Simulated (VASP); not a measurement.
Here is a VASP 6.6.1 calculation.

File INCAR:

```
  PREC = Accurate
  ENCUT = 600
  EDIFF = 1E-6
  ISMEAR = 0
  SIGMA = 0.05
  LREAL = F
  LASPH = T
  NELM = 150
  ALGO = Normal
  ISIF = 3
  LWAVE = F
  LCHARG = F
  ISPIN = 2
  MAGMOM = 3 0 0 0
  LORBIT = 11
  LMAXMIX = 4
  GGA = PE
  IBRION = 2
  NSW = 40
  EDIFFG = -0.01
```

The input KPOINTS:

```
Automatic mesh
0
Gamma
  6 6 6
```

File POSCAR:

```
CrAs3
1.0
    4.4211017500      0.0000000000      0.0000000000
    0.0000000000      4.4211017500      0.0000000000
    0.0000000000      0.0000000000      4.4211017500
Cr As
1 3
Direct
    0.0000000000      0.0000000000      0.0000000000
    0.0000000000      0.5000000000      0.5000000000
    0.5000000000      0.0000000000      0.5000000000
    0.5000000000      0.5000000000      0.0000000000
```

Potentials or basis: VASP PAW PBE potentials, release 64 (Cr_pv, As).

The run is started by

```sh
$ cat potpaw_PBE.64/Cr_pv/POTCAR potpaw_PBE.64/As/POTCAR > POTCAR
$ mpirun -np 1 vasp_std > vasp.out
```

Problem. Predict the relaxed volume.

Solution. 17.25 Å³/atom.

Problem. Estimate the space group after relaxing (to 0.05 Å).

Solution. Pm-3m (No. 221).

Problem. Predict the relaxed cell.

Solution. a = 4.101 Å, b = 4.101 Å, c = 4.101 Å, α = 90.00°, β = 90.00°, γ = 90.00°.

Problem. What does it give for the site moments?

Solution. Cr -0.36; As +0.02 μB.

Step by step:
```
step  energy change (eV)  largest force (eV/Å)  pressure (GPa)  volume (Å³)
   1              0.0000                0.0000           -9.67        86.42
   2              0.7566                0.0000           -2.49        71.11
   3              0.7491                0.0000            2.10        67.32
   4              0.7395                0.0000           -0.09        68.98
```

Caveat: the volume moved by over 15 % at a fixed basis, so the end points are rough.
